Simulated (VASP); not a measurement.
Wanted: the native input for a VASP 6.6.1 run.

| Quantity | Value |
| --- | --- |
| Task | relaxation of cell and atoms |
| Functional | LDA |
| Potentials or basis | VASP PAW LDA potentials, release 64 (Li_sv, Bi_d, S) |
| Cutoff | 600 eV |
| k mesh | 5 × 5 × 5 |
| Occupations | fermi-dirac, width 0.05 eV |
| Spin | no spin polarisation |
| Target pressure | 10 GPa |
| Further INCAR settings | ALGO = Normal; EDIFF = 1e-07; IBRION = 2; EDIFFG = -0.01; NSW = 60; ISIF = 3 |
| Target pressure | 10 GPa |

The structure of LiBiS3 lies in POSCAR:

```
LiBiS3
1.0
    4.5614400000      0.0000000000      0.0000000000
    0.0000000000      4.5614400000      0.0000000000
    0.0000000000      0.0000000000      4.5614400000
Li Bi S
1 1 3
Direct
    0.5000000000      0.5000000000      0.5000000000
    0.0000000000      0.0000000000      0.0000000000
    0.5000000000      0.5000000000      0.0000000000
    0.0000000000      0.5000000000      0.5000000000
    0.5000000000      0.0000000000      0.5000000000
```

The cell was built by a generator and needn't be a form met in nature.

The input as run:

INCAR

```
PREC     = Accurate       # precision mode
ENCUT    = 600            # plane-wave cutoff, eV
EDIFF    = 1E-7           # SCF threshold, eV
ISMEAR   = -1             # smearing method
SIGMA    = 0.05           # smearing width, eV
LREAL    = False          # projectors in reciprocal space
LASPH    = True           # aspherical terms in the spheres
NELM     = 60             # most SCF steps
ALGO     = Normal         # electronic algorithm
ISIF     = 3              # what is computed and relaxed
LWAVE    = False          # write WAVECAR
LCHARG   = False          # write CHGCAR
IBRION   = 2              # ionic algorithm
NSW      = 60             # ionic steps
EDIFFG   = -0.01          # ionic threshold
PSTRESS  = 100
```

KPOINTS

```
Automatic mesh
0
Gamma
  5 5 5
```

Potentials or basis: VASP PAW LDA potentials, release 64 (Li_sv, Bi_d, S).

Command:

```console
$ cat potpaw_LDA.64/Li_sv/POTCAR potpaw_LDA.64/Bi_d/POTCAR potpaw_LDA.64/S/POTCAR > POTCAR
$ mpirun -np 1 vasp_std > vasp.out
```

Results of the run:

- Relaxed volume: 15.71 Å³/atom
- Relaxed cell: a = 4.282 Å, b = 4.282 Å, c = 4.282 Å, α = 90.00°, β = 90.00°, γ = 90.00°
- Space group after relaxing (to 0.05 Å): Pm-3m (No. 221)
- Energy change on relaxing (the enthalpy is what falls): +23.1 meV/atom
- Ionic steps: 3
- Pressure after relaxing: 10.0 GPa
- Band gap on the k mesh: none (metal or under the smearing width)

Caveat: the cutoff is under 1.25 times the usual one of these potentials, so pressure, stress and relaxed cells hold a basis-set (Pulay) error; the cell is relaxed towards a set pressure, so the enthalpy falls and the energy may rise; the volume moved by over 15 % at a fixed basis, so the end points are rough; spin-orbit coupling is left out, which moves the levels of the heavy elements.

Wall time 23 s on 1 thread of Intel(R) Xeon(R) 6975P-C (Granite Rapids) (shared host), peak memory 0.19 GiB.
